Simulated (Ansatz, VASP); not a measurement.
# Cross-check of AlRu2N between VASP and Ansatz

Aim: how closely do two programs agree when they are given the same cell, functional and k mesh? The cell is taken from a series of runs on this material, whose earlier steps may have relaxed, scaled, displaced or heated it; both programs get it as it stands.

Method: plane waves, with VASP 6.6.1 beside it; relaxation of cell and atoms at PBE, in Ansatz 0.2.0.

### Step 1. The structure

Symmetry: P6_3/mmc, No. 194, hexagonal system. Conventional cell: a = 2.928 Å, b = 2.928 Å, c = 12.925 Å, α = 90.00°, β = 90.00°, γ = 120.00°. Nearest to Ru lie 3 N at 2.04 Å. Al has 6 Ru at 2.69 Å and 6 Al at 2.93 Å nearest. Nearest to N lie 6 Ru at 2.04 Å. Farther neighbours and most contacts between anions are not listed.

### Step 2. Ansatz: relaxation of cell and atoms, PBE

Ansatz runs on its PAW soft_1 files.

The relaxed volume is the usual yardstick between codes: in a stiff, nearly cubic crystal its relative difference is about their pressure difference at one cell divided by the bulk modulus.

File input.yaml:

```yaml
crystal:
  lattice:
    - [2.928, 0.0, 0.0]
    - [-1.464, 2.535722382, 0.0]
    - [0.0, 0.0, 12.925]
  atoms:
    - { symbol: Ru, position: [0.666666667, 0.333333333, 0.9115] }
    - { symbol: Ru, position: [0.333333333, 0.666666667, 0.4115] }
    - { symbol: Ru, position: [0.333333333, 0.666666667, 0.0885] }
    - { symbol: Ru, position: [0.666666667, 0.333333333, 0.5885] }
    - { symbol: Al, position: [0.333333333, 0.666666667, 0.75] }
    - { symbol: Al, position: [0.666666667, 0.333333333, 0.25] }
    - { symbol: "N", position: [0.0, 0.0, 0.0] }
    - { symbol: "N", position: [0.0, 0.0, 0.5] }
kpoints:
  mp_grid: { grid: [10, 10, 2] }
scf:
  occupations: { method: fermi_dirac, width: 0.05 }
hamiltonian:
  xc: pbe
  pseudopotentials: { kind: paw, azcp: { folder: soft_1 } }
relax:
  f_tol: 0.015
  max_steps: 70
  cell: {}
output:
  forces: true
  stress: true
```

Run with:

```
$ ansatz run input.yaml --threads 4 --pin off --max-ram 10240MiB --backend cpu --events-out ev --progress --plain --runs-dir out
```

Numbers of over 12 decimals in the logs are rounded to 6 here.

The program printed:

```text
Engine: ansatz 0.2.0, x86_64-unknown-linux-gnu
Pseudopotentials: kind: paw
Pseudopotential: Ru, paw, valence charge 16, recommended cutoff 420 eV (normal), soft_1/Ru.paw.azcp
Pseudopotential: Al, paw, valence charge 3, recommended cutoff 420 eV (normal), soft_1/Al.paw.azcp
Pseudopotential: N, paw, valence charge 5, recommended cutoff 420 eV (normal), soft_1/N.paw.azcp
Functional definition: PBE
  parameter kappa = 0.804
  parameter beta = 0.066725
  exchange = pbe_x(kappa = kappa, mu = beta*pi^2/3)
  correlation = pbe_c(beta = beta)
Crystal: 8 atoms, lattice volume = 95.963 Å³
Basis set: ecut = 420 eV, 1855 PW (Γ), exchange–correlation on 40×40×180 points (8 copies of the dense FFT grid, shifted against one another)
Bands: 48, of which v1, the nominal top of the filled ones, is band 40 counted from 1 (39 counted from 0)
Symmetry: 24 space group operations
Space group: P63/mmc (ITA 194), of the structure as read, at distance tolerance 4.6e-5 Å
k-points: 28 of 200
Non-local potential: Ru, projectors of the file, l = 0: 3, l = 1: 2, l = 2: 2, l = 3: 1
Non-local potential: Al, projectors of the file, l = 0: 2, l = 1: 2, l = 2: 1
Non-local potential: N, projectors of the file, l = 0: 2, l = 1: 2, l = 2: 1
PAW form: soft (Blöchl's): semilocal exchange-correlation on the pseudo side does not see the compensation charge
PAW one-centre angular grid: Ru, 590 points (default); XC on 64 Gauss nodes
PAW one-centre angular grid: Al, 110 points (default); XC on 64 Gauss nodes
PAW one-centre angular grid: N, 110 points (default); XC on 64 Gauss nodes
Initial density: superposition of atomic densities (chi_scale 0.1, normalization cell, long waves kept (reshape's long-wave potential 0.58 eV rms))
Initial wavefunctions: pseudopotential atomic-orbital guess
Functional: x = pbe(κ = 0.804, μ = 0.219515), c = pbe(β = 0.066725)
SCF iter   1: F=—  HF=-25364.182246 eV  |F-HF|=—  |Δ(HF+E_count)|=         —  Δρ=1.34e-1  dr2=5.85e1  ethr=3.10e-3  ⟨swp⟩=6.3  Hψ=4914  notcnv=0
preconditioner: auto → Kerker (q_TF=auto, 2.647 Å⁻¹)  [metal: Δε(μ)=0.023 eV  Ē_g=7.117 eV  σ=0.050 eV  W_gap=0.12  n_scr=28 (ndim 8)  ℏωp=26.3 eV  f_vac=0.000  D(μ)=4.79/eV (n_scr^D=54)]
SCF iter   2: F=—  HF=-25358.477772 eV  |F-HF|=—  |Δ(HF+E_count)|=    5.70e0  Δρ=6.11e-2  dr2=1.57e1  ethr=3.10e-3  ⟨swp⟩=3.8  Hψ=3083  notcnv=0  defer=14
SCF iter   3: F=—  HF=-25356.470639 eV  |F-HF|=—  |Δ(HF+E_count)|=    2.01e0  Δρ=1.40e-2  dr2=1.07e0  ethr=3.10e-3  ⟨swp⟩=3.0  Hψ=2449  notcnv=0  defer=18
SCF iter   4: F=—  HF=-25356.300230 eV  |F-HF|=—  |Δ(HF+E_count)|=   1.70e-1  Δρ=3.71e-3  dr2=2.05e-2  ethr=1.34e-3  ⟨swp⟩=2.3  Hψ=2002  notcnv=0  defer=29
SCF iter   5: F=—  HF=-25356.297552 eV  |F-HF|=—  |Δ(HF+E_count)|=   2.68e-3  Δρ=8.64e-4  dr2=1.56e-3  ethr=2.56e-5  ⟨swp⟩=2.4  Hψ=1970  notcnv=0  defer=29
SCF iter   6: F=—  HF=-25356.297309 eV  |F-HF|=—  |Δ(HF+E_count)|=   2.42e-4  Δρ=2.07e-4  dr2=6.06e-5  ethr=1.95e-6  ⟨swp⟩=2.0  Hψ=1703  notcnv=0  defer=29
SCF iter   7: F=—  HF=-25356.297282 eV  |F-HF|=—  |Δ(HF+E_count)|=   2.66e-5  Δρ=5.44e-5  dr2=2.57e-6  ethr=7.58e-8  ⟨swp⟩=2.0  Hψ=1821  notcnv=0  defer=29
SCF iter   8: F=—  HF=-25356.297282 eV  |F-HF|=—  |Δ(HF+E_count)|=   5.87e-7  Δρ=1.03e-5  dr2=1.70e-7  ethr=3.21e-9  ⟨swp⟩=2.0  Hψ=1871  notcnv=0  defer=29
SCF iter   9: F=-25356.297282 eV  HF=-25356.297282 eV  |F-HF|=3.82e-9  |Δ(HF+E_count)|=   1.74e-8  Δρ=2.15e-6  dr2=6.61e-9  ethr=1.25e-10  ⟨swp⟩=4.0  Hψ=4249  notcnv=0
SCF 1 converged in 9 iterations: F = -25356.297282 eV  dr2 = 6.61e-9
  greatest PAW one-centre occupation: 1.000 electrons in one spin orbital (limit 2), on the Ru atom at site 3 (counted from 0), in its partial waves of l = 0
relax step   1: F+E_penalty+E_count = -25356.29728189 eV  Δ(F+E_penalty+E_count) = +0.000e0 eV  max|allowed force component| = 1.955e0 eV/Å  Δτ_max = 0.0000 Å  P = +12.494 GPa  Ω = 95.963 Å³  (9 SCF iters, dr2 threshold 1.00e-7 eV, accepted)
[...]
relax step   8: F+E_penalty+E_count = -25356.85942860 eV  Δ(F+E_penalty+E_count) = -5.445e-3 eV  max|allowed force component| = 9.876e-4 eV/Å  Δτ_max = 0.0000 Å  P = +0.050 GPa  Ω = 96.635 Å³  stress off target by 2.58e-1 GPa  SCF on the basis re-selected at this cell (its energy is not comparable with the rows above)  (6 SCF iters)
[...]
relax step   9: F+E_penalty+E_count = -25356.85959902 eV  Δ(F+E_penalty+E_count) = -1.704e-4 eV  max|allowed force component| = 1.252e-3 eV/Å  Δτ_max = 0.0007 Å  P = -0.000 GPa  Ω = 96.620 Å³  energy of the carried Pulay correction = +3.650e-5 eV  (6 SCF iters, dr2 threshold 1.66e-7 eV, accepted)
[...]
relax step  10: F+E_penalty+E_count = -25356.85955085 eV  Δ(F+E_penalty+E_count) = +4.816e-5 eV  max|allowed force component| = 1.267e-3 eV/Å  Δτ_max = 0.0000 Å  P = -0.000 GPa  Ω = 96.620 Å³  stress off target by 1.48e-2 GPa  SCF on the basis re-selected at this cell (its energy is not comparable with the rows above)  (8 SCF iters)
basis re-selected at this cell: Δ(F+E_penalty+E_count) = +4.816e-5 eV, ΔP = -0.000 GPa vs the last step (what re-selecting the basis moved, of the pressure what is left beyond the Pulay correction that the steps carried, after the strain that the cell walked since its last selection, with what the two solves' SCF thresholds leave and, on support functions, any second-order correction that the steps lacked; it is no m [...]
SCF converged after 8 iterations
Free energy (F): -25356.859551 eV
Harris-Foulkes:  -25356.859551 eV  (|F-HF|=0.00e0)
Internal energy: -25356.801042 eV  (E = F + TS)
E sigma→0 (E₀):  -25356.830296 eV
Entropy (-TS):   -0.058509 eV (-7.314 meV/atom)
Fermi energy:    17.520379 eV
--- Per-component energies (eV) ---
  E_band       = -448.367056
  E_kinetic    = 2147.972883
  E_local      = -8780.487977  (includes V_loc(G=0)·N_el)
  E_nonlocal   = 1749.980604
  E_hartree    = 3350.102147
  E_xc         = -873.224406
  E_vxc        = -1067.644596  (∫ρ·V_xc dr)
  E_paw        = -15205.055334  (= ΣΔE_a)
  E_vpaw       = -1198.396426  (= ΣTr[D̂ρ^β])
  E_aug_tail   = 0.004161  (compensation charges beyond the density's cutoff)
  E_ewald      = -7746.093119
  E_smearing   = -0.058509  (= −TS)
  E_closure    = -0.000000  (closes the sum)
  Σ components = -25356.859551   (vs F -25356.859551, Δ=0.00e0)
--- Forces (eV/Å), atoms counted from 1 ---
  atom   1  Ru     0.00000000     0.00000000    -0.00126674
  atom   2  Ru     0.00000000    -0.00000000    -0.00126674
  atom   3  Ru    -0.00000000    -0.00000000     0.00126674
  atom   4  Ru     0.00000000     0.00000000     0.00126674
  atom   5  Al     0.00000000     0.00000000     0.00000000
  atom   6  Al     0.00000000    -0.00000000     0.00000000
  atom   7  N     -0.00000000     0.00000000     0.00000000
  atom   8  N      0.00000000    -0.00000000    -0.00000000
  max |Σ_I F_I| component: 1.62e-17 eV/Å
--- Stress (GPa, compression-positive) ---
       -0.008120      -0.000000       0.000000
       -0.000000      -0.008120       0.000000
        0.000000       0.000000       0.014843
  P = ⅓ Tr σ = -0.0005 GPa (-0.005 kbar)
--- Relaxed structure (8 steps of the walk, 8 accepted, 2 SCFs on fresh bases) ---
  F+E_penalty+E_count = -25356.85955085 eV   max|allowed force component| = 1.267e-3 eV/Å   (the final SCF, on the basis selected at the relaxed cell)
  cell:  # Å, volume = 96.6196 Å³
    - [2.857640, 0.0, 0.0]
    - [-1.428820, 2.474789, 0.0]
    - [0.0, 0.0, 13.662162]
  atoms:
    - { symbol: Ru, position: [0.666667, 0.333333, 0.901825] }
    - { symbol: Ru, position: [0.333333, 0.666667, 0.401825] }
    - { symbol: Ru, position: [0.333333, 0.666667, 0.098175] }
    - { symbol: Ru, position: [0.666667, 0.333333, 0.598175] }
    - { symbol: Al, position: [0.333333, 0.666667, 0.75] }
    - { symbol: Al, position: [0.666667, 0.333333, 0.25] }
    - { symbol: N, position: [0, 0, 1.3421458228060402e-19] }
    - { symbol: N, position: [0, 0, 0.5] }
```

The column dr2 measures how far the density is from self-consistency, as an energy; F and HF (Harris–Foulkes) agree once it is small.

### Step 3. VASP: relaxation of cell and atoms, PBE

The same cell, functional, mesh and smearing now go to VASP, with its own data sets.

Lines of VASP's logs that name or quote its potential files are left out, and so is its time.

File INCAR:

```
SYSTEM = AlRu2N
PREC = Accurate
ENCUT = 600
EDIFF = 1E-07
NELM = 120
ISMEAR = -1
SIGMA = 0.05
LREAL = .FALSE.
ALGO = Normal
GGA = PE
NBANDS = 44
LASPH = .TRUE.
LORBIT = 11
LWAVE = .FALSE.
LCHARG = .FALSE.
ISIF = 3
IBRION = 2
NSW = 80
EDIFFG = -0.005
GGA_COMPAT = .FALSE.
NELMIN = 4
KPAR = 2
```

File POSCAR:

```
AlRu2N
1.0
    2.9280000000      0.0000000000      0.0000000000
   -1.4640000000      2.5357220000      0.0000000000
    0.0000000000      0.0000000000     12.9250000000
Ru Al N
4 2 2
Direct
    0.6666667324      0.3333334648      0.9114999613
    0.3333334648      0.6666669296      0.4115000387
    0.3333334648      0.6666669296      0.0885000387
    0.6666667324      0.3333334648      0.5885000387
    0.3333334648      0.6666669296      0.7500000000
    0.6666667324      0.3333334648      0.2500000000
    0.0000000000      0.0000000000      0.0000000000
    0.0000000000      0.0000000000      0.5000000000
```

File KPOINTS:

```
Automatic mesh
0
Gamma
10 10 2
0 0 0
```

Potentials, in the order of the species: Ru_pv, Al and N (PBE family, release 64).

Run with:

```
$ mpirun -np 2 vasp_std
```

The program printed:

```text
[banner, memory and clock lines left out]
running    2 mpi-ranks, on    1 nodes
 distrk:  each k-point on    1 cores,    2 groups
 distr:  one band on    1 cores,    1 groups

 POSCAR found type information on POSCAR RuAlN
 POSCAR found :  3 types and       8 ions
 LDA part: xc-table for (Slater+PW92), standard interpolation
 POSCAR, INCAR and KPOINTS ok, starting setup
 FFT: planning ... GRIDC
 FFT: planning ... GRID_SOFT
 FFT: planning ... GRID
 WAVECAR not read
 entering main loop
       N       E                     dE             d eps       ncg     rms          rms(c)
DAV:   1     0.852820804380E+03    0.85282E+03   -0.45002E+04  2464   0.190E+03
DAV:   2    -0.144459692455E+02   -0.86727E+03   -0.84401E+03  2584   0.537E+02
DAV:   3    -0.633510841718E+02   -0.48905E+02   -0.47502E+02  3164   0.117E+02
DAV:   4    -0.648165094410E+02   -0.14654E+01   -0.14421E+01  2976   0.173E+01
DAV:   5    -0.648427828722E+02   -0.26273E-01   -0.26215E-01  3012   0.230E+00    0.432E+01
DAV:   6    -0.611256508239E+02    0.37171E+01   -0.46449E+01  2864   0.387E+01    0.155E+01
DAV:   7    -0.601781833555E+02    0.94747E+00   -0.18596E+01  2824   0.246E+01    0.155E+01
DAV:   8    -0.595424486430E+02    0.63573E+00   -0.19766E+00  2812   0.953E+00    0.113E+00
DAV:   9    -0.595375641667E+02    0.48845E-02   -0.19468E-01  2752   0.193E+00    0.530E-01
DAV:  10    -0.595378435798E+02   -0.27941E-03   -0.39913E-03  2912   0.359E-01    0.297E-01
DAV:  11    -0.595378422679E+02    0.13119E-05   -0.50642E-04  2916   0.152E-01    0.145E-01
DAV:  12    -0.595378218786E+02    0.20389E-04   -0.41963E-05  2880   0.404E-02    0.219E-02
DAV:  13    -0.595378161740E+02    0.57046E-05   -0.20346E-05  2892   0.237E-02    0.446E-03
DAV:  14    -0.595378157317E+02    0.44225E-06   -0.17749E-06  2848   0.779E-03    0.137E-03
DAV:  15    -0.595378157814E+02   -0.49718E-07   -0.17967E-07  1852   0.228E-03
   1 F= -.59537816E+02 E0= -.59513514E+02  d E =-.595378E+02
[... from here on, the cycles between the ionic steps are left out ...]
   2 F= -.59115588E+02 E0= -.59084449E+02  d E =0.422228E+00
  11 F= -.60110256E+02 E0= -.60081325E+02  d E =-.106980E-01
  12 F= -.60112330E+02 E0= -.60083138E+02  d E =-.127729E-01
  13 F= -.60113374E+02 E0= -.60084078E+02  d E =-.104393E-02
  14 F= -.60114169E+02 E0= -.60084915E+02  d E =-.183898E-02
  15 F= -.60114267E+02 E0= -.60085010E+02  d E =-.970359E-04
  16 F= -.60114315E+02 E0= -.60085061E+02  d E =-.145091E-03
  17 F= -.60114336E+02 E0= -.60085036E+02  d E =-.217798E-04
  18 F= -.60114344E+02 E0= -.60085059E+02  d E =-.291677E-04
 curvature:  -0.48 expect dE=-0.870E-05 dE for cont linesearch -0.245E-07
 trial: gam= 0.10681 g(F)=  0.572E-05 g(S)=  0.123E-04 ort = 0.322E-05 (trialstep = 0.739E+00)
 search vector abs. value=  0.211E-04
 bond charge predicted
       N       E                     dE             d eps       ncg     rms          rms(c)
DAV:   1    -0.601144132130E+02   -0.69444E-04   -0.27369E-03  2496   0.431E-01    0.546E-02
DAV:   2    -0.601143612135E+02    0.52000E-04   -0.43716E-04  2628   0.128E-01    0.260E-02
DAV:   3    -0.601143521279E+02    0.90856E-05   -0.50884E-05  2752   0.436E-02    0.106E-02
DAV:   4    -0.601143506280E+02    0.14999E-05   -0.87031E-06  2828   0.179E-02    0.365E-03
DAV:   5    -0.601143508685E+02   -0.24048E-06   -0.81452E-07  2816   0.501E-03    0.245E-03
DAV:   6    -0.601143512155E+02   -0.34702E-06   -0.15804E-07  1484   0.224E-03    0.610E-04
DAV:   7    -0.601143512554E+02   -0.39830E-07   -0.31038E-08  1268   0.120E-03
  19 F= -.60114351E+02 E0= -.60085064E+02  d E =-.752469E-05
 trial-energy change:   -0.000008  1 .order   -0.000007   -0.000014   -0.000001
 step:   0.7901(harm=  0.7901)  dis= 0.00018  next Energy=   -60.114351 (dE=-0.727E-05)
 reached required accuracy - stopping structural energy minimisation
```

[end of part 1 of 2]

[Lines on the potential files, build, host, timing and source positions are cut from VASP's logs without a mark.]

[Logs are printed without paths, hosts, clocks, repeated set-up lines and the standing remarks that a program may print on its own settings, such as how far it seeks lower states.]

[Hosts, paths, dates, database ids (printed as entryN), source tags and the programs' standing remarks are cut or masked in the printed files.]
